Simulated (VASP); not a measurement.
# The low-index faces of W, part 3 of 5

How do surface energy, work function and relaxation of W depend on the face?

VASP 6.6.1; PBE; plane waves and PAW (W).

So far. Step 3 (The bulk reference, job self-consistent run, k-mesh …): The run ends at a pressure of -0.90 GPa. Step 4 (Relaxing the slab, 7 atoms, face W(110)): The run ended after 8 ionic steps, 0.067 eV below its first step, once the forces on the free atoms met EDIFFG = -0.03.

**5. Potential and states of the slab, 7 atoms, face W(110)**

A static run writes the electrostatic potential without exchange and correlation (LVHAR), which is flat in the vacuum and gives the level to count from. The dipole correction cancels the field that unlike faces would set up across the vacuum.

INCAR reads:

```
SYSTEM = W
PREC = Normal
ENCUT = 320
EDIFF = 1E-06
NELM = 120
ISMEAR = 1
SIGMA = 0.15
LREAL = .FALSE.
ALGO = Fast
GGA = PE
NBANDS = 28
LASPH = .TRUE.
LORBIT = 11
LWAVE = .FALSE.
LCHARG = .TRUE.
KPAR = 4
IDIPOL = 3
LDIPOL = .TRUE.
DIPOL = 0.5 0.5 0.5
LVHAR = .TRUE.
LVACPOTAV = .TRUE.
NEDOS = 1500
```

POSCAR reads:

```
W
1.0
    3.1720616382      0.0000000000      0.0000000000
    1.5860308191      2.2429862947      0.0000000000
    0.0000000000      0.0000000000     28.4579177683
W
7
Direct
    0.0000000000      0.0000000000      0.2663627744
    0.5000000000      0.0000000000      0.3420804920
    0.0000000000      0.0000000000      0.4211943201
    0.5000000000      0.0000000000      0.5000000000
    0.0000000000      0.0000000000      0.5788056799
    0.5000000000      0.0000000000      0.6579195080
    0.0000000000      0.0000000000      0.7336372256
```

KPOINTS reads:

```
Automatic mesh
0
Gamma
13 13 1
0 0 0
```

Potentials, in the order of the species: W (PBE family, release 64).

Command:

```bash
> mpirun -np 4 vasp_std
```

The program printed:

```text
[... set-up lines as in an earlier step ...]
 entering main loop
       N       E                     dE             d eps       ncg     rms          rms(c)
DAV:   1     0.137435203663E+03    0.13744E+03   -0.13264E+04  2776   0.849E+02
DAV:   2    -0.742772821249E+02   -0.21171E+03   -0.20355E+03  3692   0.235E+02
DAV:   3    -0.921643726486E+02   -0.17887E+02   -0.17205E+02  3668   0.623E+01
DAV:   4    -0.933593816265E+02   -0.11950E+01   -0.11663E+01  4560   0.143E+01
DAV:   5    -0.934127724872E+02   -0.53391E-01   -0.50138E-01  4100   0.247E+00    0.542E+01
RMM:   6    -0.913764063457E+02    0.20364E+01   -0.10640E+01  3507   0.118E+01    0.245E+01
RMM:   7    -0.148482592946E+03   -0.57106E+02   -0.14056E+02  4990   0.360E+01    0.202E+01
RMM:   8    -0.880803681958E+02    0.60402E+02   -0.39448E+01  4157   0.220E+01    0.586E+00
RMM:   9    -0.882452955626E+02   -0.16493E+00   -0.60682E+00  4157   0.758E+00    0.338E+00
RMM:  10    -0.882169092829E+02    0.28386E-01   -0.71703E-01  3527   0.355E+00    0.246E+00
RMM:  11    -0.882404488482E+02   -0.23540E-01   -0.30746E-01  4391   0.165E+00    0.160E+00
RMM:  12    -0.882386852008E+02    0.17636E-02   -0.51579E-02  3918   0.681E-01    0.110E+00
RMM:  13    -0.882280965733E+02    0.10589E-01   -0.35270E-02  3918   0.558E-01    0.333E-01
RMM:  14    -0.882287423585E+02   -0.64579E-03   -0.12767E-02  4358   0.331E-01    0.121E-01
RMM:  15    -0.882287173736E+02    0.24985E-04   -0.36319E-03  4376   0.163E-01    0.874E-02
RMM:  16    -0.882287910971E+02   -0.73723E-04   -0.15373E-03  4414   0.921E-02    0.508E-02
RMM:  17    -0.882288237264E+02   -0.32629E-04   -0.37126E-04  4428   0.441E-02    0.202E-02
RMM:  18    -0.882288195837E+02    0.41427E-05   -0.12818E-04  3512   0.299E-02    0.164E-02
RMM:  19    -0.882288343099E+02   -0.14726E-04   -0.72712E-05  3621   0.236E-02    0.679E-03
RMM:  20    -0.882288504694E+02   -0.16160E-04   -0.41877E-05  3734   0.149E-02    0.625E-03
RMM:  21    -0.882288667569E+02   -0.16288E-04   -0.15787E-05  2578   0.850E-03    0.258E-03
RMM:  22    -0.882288893827E+02   -0.22626E-04   -0.78685E-06  2321   0.567E-03    0.164E-03
RMM:  23    -0.882289126677E+02   -0.23285E-04   -0.39342E-06  2129   0.441E-03    0.110E-03
RMM:  24    -0.882289192096E+02   -0.65420E-05   -0.22102E-06  1726   0.259E-03    0.882E-04
RMM:  25    -0.882289230597E+02   -0.38500E-05   -0.10563E-06  1444   0.205E-03    0.476E-04
RMM:  26    -0.882289243099E+02   -0.12503E-05   -0.75857E-07  1445   0.190E-03    0.333E-04
RMM:  27    -0.882289244707E+02   -0.16075E-06   -0.30962E-07  1151   0.158E-03
 -----------------------------------------------------------------------------
|                                                                             |
|           W    W    AA    RRRRR   N    N  II  N    N   GGGG   !!!           |
|           W    W   A  A   R    R  NN   N  II  NN   N  G    G  !!!           |
|           W    W  A    A  R    R  N N  N  II  N N  N  G       !!!           |
|           W WW W  AAAAAA  RRRRR   N  N N  II  N  N N  G  GGG   !            |
|           WW  WW  A    A  R   R   N   NN  II  N   NN  G    G                |
|           W    W  A    A  R    R  N    N  II  N    N   GGGG   !!!           |
|                                                                             |
|     Did not find any points to average over, which means that no vacuum     |
|     field-free region was found. Please increase the size of  your cell     |
|     in the dimension of the dipole correction to obtain accurate            |
|     workfunction values.                                                    |
|                                                                             |
 -----------------------------------------------------------------------------

   1 F= -.88228924E+02 E0= -.88228833E+02  d E =-.274927E-03
```

Elapsed: 23 s, on 4 MPI ranks of Intel Xeon 6975P-C (Granite Rapids), shared host; peak memory 0.86 GiB.

From OUTCAR (step 5):

```text
   NELECT =      42.0000    total number of electrons

 dipolmoment           0.000000      0.000000     -0.000000 electrons x Angstroem

 E-fermi :   2.1687

 k-point     1 :       0.0000    0.0000    0.0000
  band No.  band energies     occupation
    ...
     18       1.0008      2.00000
     19       1.0019      2.00000
     20       1.0634      2.00000
     21       1.3573      2.00000
     22       1.5603      2.00000
     23       2.4337     -0.03148
     24       2.4924     -0.00928
     25       2.8919     -0.00000
     26       3.7231     -0.00000
     27       3.8510     -0.00000
    ...

  Total       -5.0811296     -3.2389621     -0.4763783     -0.0000000      0.0000000      0.0000000
  in kB      -40.2067990    -25.6297927     -3.7695648     -0.0000000      0.0000000      0.0000000
  external PRESSURE =     -23.2020521 kB  Pullay stress =       0.0000000 kB

 POSITION                                       TOTAL-FORCE (eV/Angst)
 -----------------------------------------------------------------------------------
      0.00000      0.00000      7.58013        -0.000000      0.000000     -0.003698
      1.58603      0.00000      9.73490         0.000000      0.000000     -0.002044
      0.00000      0.00000     11.98631         0.000000      0.000000      0.009648
      1.58603      0.00000     14.22896         0.000000      0.000000     -0.000000
      0.00000      0.00000     16.47160         0.000000      0.000000     -0.009648
      1.58603      0.00000     18.72302         0.000000     -0.000000      0.002044
      0.00000      0.00000     20.87779        -0.000000     -0.000000      0.003698
 -----------------------------------------------------------------------------------
    total drift:                                0.000000      0.000000     -0.000000

  FREE ENERGIE OF THE ION-ELECTRON SYSTEM (eV)
  ---------------------------------------------------
  free  energy   TOTEN  =       -88.2289244707 eV

  energy  without entropy=      -88.2286495439  energy(sigma->0) =      -88.22883283

 vacuum level on the upper side and lower side of the slab         6.972         6.972

[... 7 parts as in an earlier step ...]

[... 10 further parts left out ...]
```

Numbers from this step:

```
electronic cycles                          : 27
Fermi energy                               : 2.169 eV
dipole moment                              : 0, 0, 0 e·Å
vacuum levels                              : 6.972, 6.972 eV
work functions of the upper and lower face : 4.803, 4.803 eV
```

The planar average of the electrostatic potential oscillates, so the rows of the table below give means over windows of 2.26 Å about each position, cut where the curve ends. Its maxima inside the range that stand out by 2 % of the span (Å: eV): 8.7: -3.48, 10.8: -2.67, 13.1: -2.66, 15.4: -2.66, 17.6: -2.67, 19.8: -3.48. Its minima: 7.6: -11.9, 9.7: -12.5, 12.0: -12.4, 14.2: -12.4, 16.5: -12.4, 18.7: -12.5, 20.9: -11.9.

Zero at the Fermi level. Table of planar average of the electrostatic potential by height; means over each step:

| height (Å) | planar average of the electrostatic potential (eV) |
| --- | --- |
| 1.13 | 4.81 |
| 3.39 | 4.80 |
| 5.65 | 3.00 |
| 7.91 | -7.67 |
| 10.17 | -7.81 |
| 12.43 | -7.74 |
| 14.69 | -7.75 |
| 16.95 | -7.74 |
| 19.21 | -8.13 |
| 21.47 | -5.32 |
| 23.73 | 4.61 |
| 25.99 | 4.81 |
| 28.25 | 4.81 |

Density of states in the PAW spheres, an atom over height of the layer and energy from the Fermi level.

Ten even steps from '_' (0.05 states/eV) to '@' (1.78 states/eV), each cell a mean:
```
==::::::::::==
==..........==
==..........==
==::::..::::==
**----::----**
##==++++++==##
**++##%%##++**
++**********++
**************
**@@@@%%@@@@**
::++******++::
::::......::::
====------====
==**======**==
::====++====::
::====--====::
..----------..
__..........__
______________
______________
______________
______________
```
Columns: height of the layer (Å) from 7.6 to 20.9; rows upwards: energy from the Fermi level (eV) from -7.9 to 0.5.

Valence density in the ca plane at fractional y = 0.000, with atoms of W within 0.2 Å of it. It is the smooth field of the valence electrons, not physical close to the nuclei.

Ten even steps from '0' (0.00 e/Å³) to '9' (0.85 e/Å³), each cell a mean:
```
33347887643333346788743333346689620000000000
44445556544444445655544444555655420000000000
67543333446767643333345766754433210000000000
98643333346898643333346898753332210000000000
88643333346787643333346887754332210000000000
56544444445555544444445655655444310000000000
33346767643333346767643333446667520000000000
33347898643333346898743333345699720000000000
```
Columns run along c (16.0 Å, from fractional 0.35 to 0.91 of the cell), rows up along a (3.2 Å). Atoms in or near the plane, at fractional coordinates: W at (0.42, 0.00), W at (0.50, 0.50), W at (0.58, 0.00), W at (0.66, 0.50), W at (0.73, 0.00).

The map of layer states is cut here 0.5 eV above the Fermi level, so it leaves out the states above that.

The vacuum level lies 4.80 eV above the Fermi level at the upper face; both faces agree, as the slab has next to no dipole.

The program found no field-free point at its default tolerance, but its printed level agrees with the flat part of the planar average.

On this mesh the fine structure of the density of states is sampling noise, and high empty states may be cut by the number of bands.

(Part 3 of 5 ends here.)

[Lines on the potential files, build, host, timing and source positions are cut from VASP's logs without a mark.]

[Logs are printed without paths, hosts, clocks, repeated set-up lines and the standing remarks that a program may print on its own settings, such as how far it seeks lower states.]

[Hosts, paths, dates, database ids (printed as entryN), source tags and the programs' standing remarks are cut or masked in the printed files.]

[Runs that stopped without an error message from VASP are left out.]
